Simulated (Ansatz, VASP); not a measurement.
# InRu2 in VASP and in Ansatz

```
In Ru
1.0
     0.00000    3.03250    3.03250
     3.03250    0.00000    3.03250
     3.03250    3.03250    0.00000
In Ru
1 2
Direct
  0.00000 0.00000 0.00000
  0.25000 0.25000 0.25000
  0.50000 0.50000 0.50000
```

Change from the starting cell: species swapped into the Cu2Se type (F-43m, No. 216).

Alike in both runs: functional PBE; k mesh 14 × 14 × 14; occupations gaussian, width 0.1 eV; no spin polarisation.

Ansatz relaxed the structure, and its values are those at the end. VASP's run is a single point on that final structure, the one shown.

|  | VASP | Ansatz |
| --- | --- | --- |
| version | VASP 6.6.1 | Ansatz 0.2.0 |
| potentials or method | VASP PAW PBE potentials, release 64 (In_d, Ru_pv) | scalar-relativistic, plane waves, PAW |
| plane-wave cutoff (eV) | 520 | 420 |
| valence electrons in the cell | 41 | 45 |

|  | VASP | Ansatz | Ansatz less VASP |
| --- | --- | --- | --- |
| gap on the k mesh at the Fermi level (eV) | none | none | - |
| pressure (GPa) | 0.0 | 0.0 | -0.04 |

A gap of «none» marks a metal or a gap that the smearing closes. The two sets of potentials don't hold the same shells in valence.
